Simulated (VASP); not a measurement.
An input for Ansatz (written as the equivalent of a VASP run, and not itself run):

Ansatz 0.2 input:
```yaml
crystal:
  lattice:
    - [0.0000000, 1.9232894, 1.9232894]
    - [1.9232894, 0.0000000, 1.9232894]
    - [7.6650893, 7.6650893, 0.0280682]
  atoms:
    - { symbol: Pd, position: [1.0000000, 0.0000000, 0.0000000] }
    - { symbol: Ir, position: [0.9946791, 0.9946791, 0.2539907] }
    - { symbol: Ir, position: [1.0000000, 0.0000000, 0.5000000] }
    - { symbol: Ir, position: [0.0053209, 0.0053209, 0.7460093] }
kpoints:
  mp_grid: { grid: [15, 15, 4] }
hamiltonian:
  xc: pbesol
  pseudopotentials: { kind: paw }
scf:
  occupations: { method: tetrahedron }
  max_iter: 100
output: { forces: true, stress: true, eigenvalues: true }
```

Task: Write the VASP files for the same calculation (PBEsol).

Result: Several could match; the one computed here: 
INCAR:
```
LMAXMIX = 6
PREC = Accurate
LCHARG = T
GGA = PS
SYSTEM = Ir3Pd
ALGO = Normal
NELM = 100   # most electronic steps
ENCUT = 400
EDIFF = 1E-7   # SCF stop (eV)
LWAVE = F
LREAL = F   # projection in real space or not
ISIF = 2
LEFG = T
NEDOS = 601
LASPH = T   # aspherical one-centre terms
ISMEAR = -5   # tetrahedra, Bloechl
LORBIT = 11
```

File KPOINTS:
```
Automatic mesh
0
Gamma
15 15 4
0 0 0
```

### POSCAR
```
Ir3Pd
1
   -0.0000000000     1.9232893876     1.9232893876
    1.9232893876    -0.0000000000     1.9232893876
    7.6650893237     7.6650893237     0.0280682267
Pd Ir
1 3
Direct
  1.0000000000   0.0000000000   0.0000000000
  0.9946790935   0.9946790935   0.2539906799
  1.0000000000   0.0000000000   0.5000000000
  0.0053209065   0.0053209065   0.7460093201
```

POTCAR, in this order: Pd Ir (PBE.64 set). Program: vasp_std.

The two are equivalent in intent, not identical: each code has its own PAW files, so the cut-off isn't converted (ENCUT is set for VASP's; basis.ecutwfc is left out, and Ansatz then takes the one that its files recommend); Ansatz stops its SCF on the density residual and VASP on the energy change (EDIFF); the field gradients of LEFG aren't asked of the other code.

The structure was generated: Ir3Pd was put into an ordered model structure (R-3m), which need not be its known phase. It was relaxed first.
